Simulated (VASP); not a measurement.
Method: r2SCAN meta-GGA with D4 dispersion, VASP's PBE PAW potentials (set 64) (plane waves; VASP).

The input files of a VASP run:

### INCAR
```
! general
SYSTEM   =  TiCo
PREC     =  Accurate
ENCUT    =  300
LREAL    =  .FALSE.
LASPH    =  .TRUE.

! electronic loop
EDIFF    =  1E-6
NELM     =  100
ALGO     =  Normal
LMAXMIX  =  4
LMIXTAU  =  .TRUE.

! smearing
ISMEAR   =  -1
SIGMA    =  0.1

! functional
METAGGA  =  R2SCAN
IVDW     =  13

! spin
ISPIN    =  2

! ions
ISIF     =  2

! output
LWAVE    =  .FALSE.
LCHARG   =  .FALSE.
LORBIT   =  11
```

File KPOINTS:
```
Automatic mesh
0
gamma
 8 8 8
```

### POSCAR
```
TiCo
1
    2.9861100000     0.0000000000     0.0000000000
    0.0000000000     2.9861100000     0.0000000000
    0.0000000000     0.0000000000     2.9861100000
Ti Co
1 1
Direct
 -0.0017480000  -0.0020310000  -0.0079390000
  0.5017480000   0.5020310000   0.5079390000
```

POTCAR, in this order: Ti_sv Co (PBE.64 set). Program: vasp_std. The INCAR's line for the spin-polarised start is left out here.

Output

### stdout
```
 POSCAR found type information on POSCAR TiCo
 POSCAR found :  2 types and       2 ions
 Reading from existing POTCAR
 Reading from existing POTCAR

 -----------------------------------------------------------------------------
|                                                                             |
|               ----> ADVICE to this user running VASP <----                  |
|                                                                             |
|     You enforced a specific xc type in the INCAR file but a different       |
|     type was found in the POTCAR file.                                      |
|     I HOPE YOU KNOW WHAT YOU ARE DOING!                                     |
|                                                                             |
 -----------------------------------------------------------------------------

 -----------------------------------------------------------------------------
|                                                                             |
|     EEEEEEE  RRRRRR   RRRRRR   OOOOOOO  RRRRRR      ###     ###     ###     |
|     E        R     R  R     R  O     O  R     R     ###     ###     ###     |
|     E        R     R  R     R  O     O  R     R     ###     ###     ###     |
|     EEEEE    RRRRRR   RRRRRR   O     O  RRRRRR       #       #       #      |
|     E        R   R    R   R    O     O  R   R                               |
|     E        R    R   R    R   O     O  R    R      ###     ###     ###     |
|     EEEEEEE  R     R  R     R  OOOOOOO  R     R     ###     ###     ###     |
|                                                                             |
|     The xc functional is not supported. VDW_S6, VDW_S8, VDW_A1 and          |
|     VDW_A2 have to be defined in INCAR.                                     |
|                                                                             |
|       ---->  I REFUSE TO CONTINUE WITH THIS SICK JOB ... BYE!!! <----       |
|                                                                             |
 -----------------------------------------------------------------------------
```

VASP stops with an error: The xc functional is not supported. VDW_S6, VDW_S8, VDW_A1 and VDW_A2 have to be defined in INCAR. ----> I REFUSE TO CONTINUE WITH THIS SICK JOB ... BYE!!! <----

The run has a spin-polarised start.

The structure comes from a computed database's TiCo entry; how it stands against other phases isn't given here. The cell was not relaxed at this level, atoms are displaced from their ideal sites. The run is one of a series of settings (GGA removed, IVDW = 13, LMIXTAU = .TRUE., METAGGA = R2SCAN against the base run), some of them coarse on purpose.
